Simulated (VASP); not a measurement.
Level of theory: TPSS meta-GGA, VASP's PBE PAW potentials (set 64) (plane waves; VASP).

VASP ran on this input.

### KPOINTS
```
Automatic mesh
0
Gamma
9 9 9
0 0 0
```

INCAR:
```
ALGO=All
EDIFF=1E-7
ENCUT=520
ISIF=2
ISMEAR=1
LASPH=T
LCHARG=F
LMAXMIX=4
LMIXTAU=T
LREAL=F
LWAVE=F
METAGGA=TPSS
NELM=200
PREC=Accurate
SIGMA=0.1
SYSTEM=Rb
```

**POSCAR**
```
Rb
4.9525880
 -0.5773502322   0.5773502322   0.5773502322
  0.5773502322  -0.5773502322   0.5773502322
  0.5773502322   0.5773502322  -0.5773502322
Rb
1
Cartesian
  0.5773502322   0.5773502322   0.5773502322
```

POTCAR, in this order: Rb_sv (PBE.64 set). Program: vasp_std.

The resulting files:

**OUTCAR**
```
 ion  position               nearest neighbor table
   1  0.000  0.000  0.000-
  LATTYP: Found a body centered cubic cell.
 ALAT       =     5.7187556632
 Subroutine PRICEL returns:
 Original cell was already a primitive cell.
 Subroutine GETGRP returns: Found 48 space group operations
The static configuration has the point symmetry O_h .
The dynamic configuration has the point symmetry O_h .
 Subroutine INISYM returns: Found 48 space group operations
 Subroutine IBZKPT returns following result:
 Found     35 irreducible k-points:

 Following reciprocal coordinates:
            Coordinates               Weight
  0.000000  0.000000  0.000000      1.000000
  0.111111  0.000000  0.000000     12.000000
  0.222222  0.000000  0.000000     12.000000
  0.333333  0.000000  0.000000     12.000000
  0.444444  0.000000  0.000000     12.000000
  0.111111  0.111111  0.000000     24.000000
  0.222222  0.111111  0.000000     48.000000
  0.333333  0.111111 -0.000000     48.000000
  0.444444  0.111111  0.000000     24.000000
  0.222222  0.222222  0.000000     24.000000
  0.333333  0.222222  0.000000     48.000000
  0.333333  0.333333  0.000000      8.000000
  0.111111  0.111111  0.111111      8.000000
  0.222222  0.111111  0.111111     24.000000
  0.333333  0.111111  0.111111     24.000000
 -0.111111  0.111111  0.111111      6.000000
  0.222222  0.222222  0.111111     24.000000
  0.333333  0.222222  0.111111     24.000000
 -0.222222  0.222222  0.111111     24.000000
 -0.333333  0.333333  0.111111     24.000000
 -0.222222  0.333333  0.111111     24.000000
 -0.444444  0.444444  0.111111     24.000000
 -0.333333  0.444444  0.111111     48.000000
 -0.444444 -0.444444  0.111111     24.000000
 -0.333333 -0.444444  0.111111     24.000000
...
```

### OSZICAR
```
       N       E                     dE             d eps       ncg     rms           ort
DAV:   1     0.405266619311E+02    0.40527E+02   -0.36334E+03   280   0.903E+02
DAV:   2    -0.236719440504E+01   -0.42894E+02   -0.41696E+02   280   0.138E+02
DAV:   3    -0.767133511196E+02   -0.74346E+02   -0.74298E+02   280   0.382E+01
DAV:   4    -0.139320225352E+03   -0.62607E+02   -0.59205E+02   280   0.195E+02
DAV:   5    -0.147502320831E+03   -0.81821E+01   -0.80598E+01   280   0.685E+01
SDA:   6     0.196819730039E+04    0.21157E+04   -0.80598E+01   280   0.471E+04   0.000E+00
CGA:   7     0.674048342656E+02   -0.19008E+04   -0.19848E+04   280   0.263E+03   0.236E+02
CGA:   8     0.143344995295E+02   -0.53070E+02   -0.53109E+02   280   0.404E+02  -0.160E+02
CGA:   9     0.288433193265E+01   -0.11450E+02   -0.11961E+02   280   0.235E+02  -0.307E+01
CGA:  10    -0.390627416148E+01   -0.67906E+01   -0.66524E+01   280   0.983E+01   0.186E+01
CGA:  11    -0.696246134197E+01   -0.30562E+01   -0.30281E+01   280   0.384E+01   0.605E+00
CGA:  12    -0.795501837492E+01   -0.99256E+00   -0.10049E+01   280   0.162E+01  -0.552E+00
CGA:  13    -0.826090105874E+01   -0.30588E+00   -0.30817E+00   280   0.101E+01   0.150E+00
SDA:  14    -0.884228718924E+01   -0.58139E+00   -0.57145E+00   280   0.148E+01   0.906E+00
CGA:  15    -0.930988206043E+01   -0.46759E+00   -0.45135E+00   280   0.274E+00   0.181E+00
CGA:  16    -0.947967360161E+01   -0.16979E+00   -0.18204E+00   280   0.157E+00  -0.155E-01
CGA:  17    -0.953945255469E+01   -0.59779E-01   -0.60052E-01   280   0.573E-01  -0.157E-02
CGA:  18    -0.956600483127E+01   -0.26552E-01   -0.26574E-01   280   0.283E-01   0.214E-03
CGA:  19    -0.958492251437E+01   -0.18918E-01   -0.18911E-01   280   0.218E-01   0.284E-04
CGA:  20    -0.959445101116E+01   -0.95285E-02   -0.95299E-02   280   0.639E-02   0.647E-05
CGA:  21    -0.959689774054E+01   -0.24467E-02   -0.24434E-02   280   0.139E-02   0.770E-04
CGA:  22    -0.959750356898E+01   -0.60583E-03   -0.60404E-03   280   0.509E-03   0.148E-04
CGA:  23    -0.959774783787E+01   -0.24427E-03   -0.24369E-03   280   0.191E-03   0.403E-05
CGA:  24    -0.959784080653E+01   -0.92969E-04   -0.93027E-04   280   0.753E-04  -0.600E-06
CGA:  25    -0.959787827471E+01   -0.37468E-04   -0.37582E-04   280   0.331E-04  -0.101E-05
CGA:  26    -0.959789387535E+01   -0.15601E-04   -0.15551E-04   280   0.114E-04   0.672E-06
CGA:  27    -0.959789904174E+01   -0.51664E-05   -0.51489E-05   280   0.390E-05   0.503E-06
CGA:  28    -0.959790102483E+01   -0.19831E-05   -0.19762E-05   280   0.162E-05   0.994E-07
CGA:  29    -0.959790181201E+01   -0.78718E-06   -0.78039E-06   280   0.687E-06   0.131E-06
CGA:  30    -0.959790220568E+01   -0.39367E-06   -0.38939E-06   280   0.389E-06   0.420E-07
SDA:  31    -0.959790246765E+01   -0.26197E-06   -0.30473E-06   280   0.322E-06  -0.140E-06
CGA:  32    -0.959790257844E+01   -0.11079E-06   -0.11346E-06   280   0.571E-07   0.242E-07
CGA:  33    -0.959790261928E+01   -0.40835E-07   -0.41306E-07   280   0.303E-07  -0.276E-08
   1 F= -.95979026E+01 E0= -.95976750E+01  d E =-.682989E-03
```

**OUTCAR**
```
------------------------ aborting loop because EDIFF is reached ----------------------------------------
  FORCE on cell =-STRESS in cart. coord.  units (eV):
  Direction    XX          YY          ZZ          XY          YZ          ZX
  --------------------------------------------------------------------------------------
  Total        0.0320694      0.0320694      0.0320694     -0.0000000     -0.0000000      0.0000000
  in kB        0.5494482      0.5494482      0.5494482     -0.0000000     -0.0000000      0.0000000
  external PRESSURE =       0.5494482 kB  Pullay stress =       0.0000000 kB
  volume of cell :       93.51
      direct lattice vectors                 reciprocal lattice vectors
    -2.859377832  2.859377832  2.859377832     0.000000000  0.174863215  0.174863215
     2.859377832 -2.859377832  2.859377832     0.174863215  0.000000000  0.174863215
     2.859377832  2.859377832 -2.859377832     0.174863215  0.174863215  0.000000000
 POSITION                                       TOTAL-FORCE (eV/Angst)
 -----------------------------------------------------------------------------------
      0.00000      0.00000      0.00000        -0.000000      0.000000      0.000000
 -----------------------------------------------------------------------------------
    total drift:                                0.000000     -0.000000      0.000000
  FREE ENERGIE OF THE ION-ELECTRON SYSTEM (eV)
  ---------------------------------------------------
  free  energy   TOTEN  =        -9.5979026193 eV

  energy  without entropy=       -9.5972196307  energy(sigma->0) =       -9.59767496
```
(Selected blocks of OUTCAR.)

The compound is Rb in the bcc structure. This cell is one point of a volume scan, at 0.97 of the reference volume.
